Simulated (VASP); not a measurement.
# Sb2Te3O2 (P-4m2) in VASP: band structure with PBE

Aim: the band structure of Sb2Te3O2 with PBE.

Program: VASP 6.6.1. These are calculated values, not measurements. Logs are shortened: lines on timing, memory, paths and dates and some standing lists are left out, and cuts for length are marked.

## Step 1: Starting point

The structure is tetragonal, space group P-4m2 (No. 115). Conventional cell: a = 3.811 Å, b = 3.811 Å, c = 11.390 Å, α = 90.00°, β = 90.00°, γ = 90.00°. Around Sb (site symmetry 2mm) lie 4 O at 2.28 Å. Te (site symmetry 2mm) is surrounded by 2 Te at 3.13 Å and 4 Sb at 3.33 Å. Te (site symmetry -4m2) is surrounded by 4 Te at 3.13 Å. Around O (site symmetry -4m2) lie 4 Sb at 2.28 Å. Around O (site symmetry -4m2) lie 4 Sb at 2.28 Å.

The cell was built by a generator and needn't be a form met in nature.

## Step 2: Band structure, PBE, spin-orbit coupling, no magnetisation

INCAR

```
SYSTEM = Sb2Te3O2
ALGO     = Normal         ! electronic algorithm
EDIFF    = 1E-6           ! SCF threshold, eV
ENCUT    = 520            ! plane-wave cutoff, eV
GGA      = PE             ! functional
GGA_COMPAT= .FALSE.      
ISIF     = 2              ! what is computed and relaxed
ISMEAR   = 0              ! smearing method
KPAR     = 8            
LASPH    = .TRUE.         ! aspherical terms in the spheres
LCHARG   = .FALSE.        ! write CHGCAR
LORBIT   = 11             ! projections on sites
LREAL    = .FALSE.        ! projectors in reciprocal space
LSORBIT  = .TRUE.         ! spin-orbit coupling
LWAVE    = .FALSE.        ! write WAVECAR
MAGMOM   = 0 0 0 0 0 0 0 0 0 0 0 0 0 0 0 0 0 0 0 0 0 ! initial moments
NELM     = 100            ! most SCF steps
PREC     = Accurate       ! precision mode
SIGMA    = 0.1            ! smearing width, eV
```

KPOINTS

```
k-points
0
G
  7 7 4
  0 0 0
```

POSCAR

```
Sb2Te3O2
1.0
    3.8114500000      0.0000000000      0.0000000000
    0.0000000000      3.8114500000      0.0000000000
    0.0000000000      0.0000000000     11.3900400000
Sb Te O
2 3 2
Direct
    0.0000000000      0.5000000000      0.8897280000
    0.5000000000      0.0000000000      0.1102720000
    0.0000000000      0.5000000000      0.2825120000
    0.5000000000      0.5000000000      0.5000000000
    0.5000000000      0.0000000000      0.7174880000
    0.5000000000      0.5000000000      0.0000000000
    0.0000000000      0.0000000000      0.0000000000
```

KPOINTS_OPT

```
path GXMGZRAZ,XR,MA
10
line-mode
reciprocal
 0.0000000000  0.0000000000  0.0000000000  G
 0.0000000000  0.5000000000  0.0000000000  X

 0.0000000000  0.5000000000  0.0000000000  X
 0.5000000000  0.5000000000  0.0000000000  M

 0.5000000000  0.5000000000  0.0000000000  M
 0.0000000000  0.0000000000  0.0000000000  G

 0.0000000000  0.0000000000  0.0000000000  G
 0.0000000000  0.0000000000  0.5000000000  Z

 0.0000000000  0.0000000000  0.5000000000  Z
 0.0000000000  0.5000000000  0.5000000000  R

 0.0000000000  0.5000000000  0.5000000000  R
 0.5000000000  0.5000000000  0.5000000000  A

 0.5000000000  0.5000000000  0.5000000000  A
 0.0000000000  0.0000000000  0.5000000000  Z

 0.0000000000  0.5000000000  0.0000000000  X
 0.0000000000  0.5000000000  0.5000000000  R

 0.5000000000  0.5000000000  0.0000000000  M
 0.5000000000  0.5000000000  0.5000000000  A
```

Potentials or basis: VASP PAW PBE potentials, release 64 (Sb, Te, O).

Command:

```
$ cat potpaw_PBE.64/Sb/POTCAR potpaw_PBE.64/Te/POTCAR potpaw_PBE.64/O/POTCAR > POTCAR
$ mpirun -np 8 vasp_ncl > vasp.out
```

OUTCAR:

```text
SYSTEM = Sb2Te3O2
   EDIFF = 1E-6
   ENCUT = 520
   GGA = PE
   ISIF = 2
   ISMEAR = 0
   LASPH = .TRUE.
   LORBIT = 11
   LREAL = .FALSE.
   LSORBIT = .TRUE.
   NELM = 100
   PREC = Accurate

 ion  position               nearest neighbor table
   1  0.000  0.500  0.890-   6 2.28   7 2.28   7 2.28   6 2.28   5 3.33   5 3.33   5 3.33   5 3.33
                             2 3.68   2 3.68   2 3.68   2 3.68
   2  0.500  0.000  0.110-   6 2.28   7 2.28   6 2.28   7 2.28   3 3.33   3 3.33   3 3.33   3 3.33
                             1 3.68   1 3.68   1 3.68   1 3.68
   3  0.000  0.500  0.283-   4 3.13   4 3.13   2 3.33   2 3.33   2 3.33   2 3.33
   4  0.500  0.500  0.500-   3 3.13   5 3.13   5 3.13   3 3.13
   5  0.500  0.000  0.717-   4 3.13   4 3.13   1 3.33   1 3.33   1 3.33   1 3.33
   6  0.500  0.500  0.000-   1 2.28   2 2.28   2 2.28   1 2.28
   7  0.000  0.000  0.000-   1 2.28   2 2.28   1 2.28   2 2.28

  LATTYP: Found a simple tetragonal cell.
 ALAT       =     3.8114500000
 C/A-ratio  =     2.9883745031

  Lattice vectors:

 A1 = (   3.8114500000,   0.0000000000,   0.0000000000)
 A2 = (   0.0000000000,   3.8114500000,   0.0000000000)
 A3 = (   0.0000000000,   0.0000000000,  11.3900400000)

Analysis of symmetry for initial positions (statically):
=====================================================================
 Subroutine PRICEL returns:
 Original cell was already a primitive cell.

 Routine SETGRP: Setting up the symmetry group for a
 simple tetragonal supercell.

 Subroutine GETGRP returns: Found  8 space group operations
 (whereof  8 operations were pure point group operations)
 out of a pool of 16 trial point group operations.

The static configuration has the point symmetry D_2d.

Analysis of symmetry for dynamics (positions and initial velocities):
=====================================================================
 Subroutine PRICEL returns:
 Original cell was already a primitive cell.

 Routine SETGRP: Setting up the symmetry group for a
 simple tetragonal supercell.

 Subroutine GETGRP returns: Found  8 space group operations
 (whereof  8 operations were pure point group operations)
 out of a pool of 16 trial point group operations.

The dynamic configuration has the point symmetry D_2d.
[... 1424 lines left out ...]
     0.000000000  3.811450000  0.000000000     0.000000000  0.262367341  0.000000000
     0.000000000  0.000000000 11.390040000     0.000000000  0.000000000  0.087796004

 POSITION                                       TOTAL-FORCE (eV/Angst)
 -----------------------------------------------------------------------------------
      0.00000      1.90572     10.13404         0.000000      0.000000     -0.009902
      1.90572      0.00000      1.25600         0.000000     -0.000000      0.009902
      0.00000      1.90572      3.21782         0.000000     -0.000000     -0.052295
      1.90572      1.90572      5.69502         0.000000     -0.000000      0.000000
      1.90572      0.00000      8.17222        -0.000000     -0.000000      0.052295
      1.90572      1.90572      0.00000         0.000000      0.000000      0.000000
      0.00000      0.00000      0.00000         0.000000     -0.000000      0.000000
 -----------------------------------------------------------------------------------
    total drift:                                0.000000      0.000000     -0.000000

  FREE ENERGIE OF THE ION-ELECTRON SYSTEM (eV)
  ---------------------------------------------------
  free  energy   TOTEN  =       -31.0123510818 eV

  energy  without entropy=      -30.9988754297  energy(sigma->0) =      -31.00561326

 Spin-Orbit-Coupling matrix elements

 Ion:    1  E_soc:     -0.0870244
 l=   1
     0.0000000    -0.0136618    -0.0141971
    -0.0136618     0.0000000    -0.0144766
    -0.0141971    -0.0144766     0.0000000
 l=   2
     0.0000000    -0.0000993     0.0000000    -0.0000660    -0.0002839
    -0.0000993     0.0000000    -0.0002015    -0.0001479    -0.0000913
     0.0000000    -0.0002015     0.0000000    -0.0001946     0.0000000
    -0.0000660    -0.0001479    -0.0001946     0.0000000    -0.0000923
    -0.0002839    -0.0000913     0.0000000    -0.0000923     0.0000000
 l=   3
     0.0000000     0.0000000     0.0000000     0.0000000     0.0000000     0.0000000     0.0000000
     0.0000000     0.0000000     0.0000000     0.0000000     0.0000000     0.0000000     0.0000000
     0.0000000     0.0000000     0.0000000     0.0000000     0.0000000     0.0000000     0.0000000
     0.0000000     0.0000000     0.0000000     0.0000000     0.0000000     0.0000000     0.0000000
[... 109 lines left out ...]
 l=   2
     0.0000000     0.0000000     0.0000000     0.0000000     0.0000000
     0.0000000     0.0000000     0.0000000     0.0000000     0.0000000
     0.0000000     0.0000000     0.0000000     0.0000000     0.0000000
     0.0000000     0.0000000     0.0000000     0.0000000     0.0000000
     0.0000000     0.0000000     0.0000000     0.0000000     0.0000000
 l=   3
     0.0000000     0.0000000     0.0000000     0.0000000     0.0000000     0.0000000     0.0000000
     0.0000000     0.0000000     0.0000000     0.0000000     0.0000000     0.0000000     0.0000000
     0.0000000     0.0000000     0.0000000     0.0000000     0.0000000     0.0000000     0.0000000
     0.0000000     0.0000000     0.0000000     0.0000000     0.0000000     0.0000000     0.0000000
     0.0000000     0.0000000     0.0000000     0.0000000     0.0000000     0.0000000     0.0000000
     0.0000000     0.0000000     0.0000000     0.0000000     0.0000000     0.0000000     0.0000000
     0.0000000     0.0000000     0.0000000     0.0000000     0.0000000     0.0000000     0.0000000

 total charge

# of ion       s       p       d       tot
------------------------------------------
    1        1.308   0.793   0.084   2.185
    2        1.308   0.793   0.084   2.185
    3        1.406   1.886   0.031   3.322
    4        1.446   1.732   0.039   3.218
    5        1.406   1.886   0.031   3.322
    6        1.590   3.383   0.000   4.973
    7        1.588   3.383   0.000   4.971
--------------------------------------------------
tot         10.051  13.857   0.269  24.177

 magnetization (x)

# of ion       s       p       d       tot
------------------------------------------
    1        0.000  -0.000   0.000  -0.000
    2        0.000   0.000   0.000   0.000
    3        0.000   0.000   0.000   0.000
    4        0.000   0.000   0.000   0.000
    5        0.000   0.000   0.000   0.000
    6        0.000   0.000   0.000   0.000
    7        0.000   0.000   0.000   0.000
--------------------------------------------------
tot          0.000  -0.000   0.000  -0.000

 magnetization (y)

# of ion       s       p       d       tot
------------------------------------------
    1        0.000  -0.000   0.000  -0.000
    2        0.000  -0.000  -0.000  -0.000
    3        0.000   0.000   0.000   0.000
    4       -0.000   0.000  -0.000  -0.000
    5       -0.000   0.000   0.000   0.000
    6        0.000  -0.000   0.000  -0.000
    7        0.000  -0.000   0.000  -0.000
--------------------------------------------------
tot         -0.000  -0.000   0.000  -0.000

 magnetization (z)

# of ion       s       p       d       tot
------------------------------------------
    1        0.000   0.000   0.000   0.000
    2        0.000   0.000   0.000   0.000
    3        0.000   0.000   0.000   0.000
    4        0.000   0.000  -0.000   0.000
    5        0.000   0.000   0.000   0.000
    6       -0.000   0.000   0.000  -0.000
    7       -0.000   0.000   0.000   0.000
--------------------------------------------------
tot          0.000   0.000   0.000   0.000
```

OSZICAR:

```text
N       E                     dE             d eps       ncg     rms          rms(c)
DAV:   1     0.273186529997E+03    0.27319E+03   -0.15528E+04  3456   0.140E+03
DAV:   2     0.222674716438E+01   -0.27096E+03   -0.26034E+03  4232   0.247E+02
[... 36 lines left out ...]
       N       E                     dE             ncg
DAV:   1     0.228076084430E+05   -0.17764E+05     1728
DAV:   2     0.183833269837E+05   -0.44243E+04     2040
DAV:   3     0.178181595287E+05   -0.56517E+03     2176
DAV:   4     0.177911426407E+05   -0.27017E+02     2128
DAV:   5     0.177900436596E+05   -0.10990E+01     2320
DAV:   6     0.177900132680E+05   -0.30392E-01     2280
DAV:   7     0.177900123079E+05   -0.96008E-03     2368
DAV:   8     0.177900122632E+05   -0.44740E-04     1960
DAV:   9     0.177900122607E+05   -0.24546E-05     1528
DAV:  10     0.177900122605E+05   -0.16191E-06     1280
```

Run time: 4.4 min. Hardware: 8 MPI ranks of Intel Xeon Platinum 8488C (Sapphire Rapids), shared host; peak memory 0.95 GiB.

Results:

```
Free energy                                           : -31.0124 eV
Pressure                                              : 0.3 GPa
Largest force                                         : 0.052 eV/Å
Valence electrons inside the program's atomic spheres : Sb 2.19; Te 3.32, 3.22; O 4.97
```

Forces in eV/Å, atoms in the order of the input:
```
Sb   0.000  0.000 -0.010
Sb   0.000  0.000  0.010
Te   0.000  0.000 -0.052
Te   0.000  0.000  0.000
Te   0.000  0.000  0.052
O    0.000  0.000  0.000
O    0.000  0.000  0.000
```
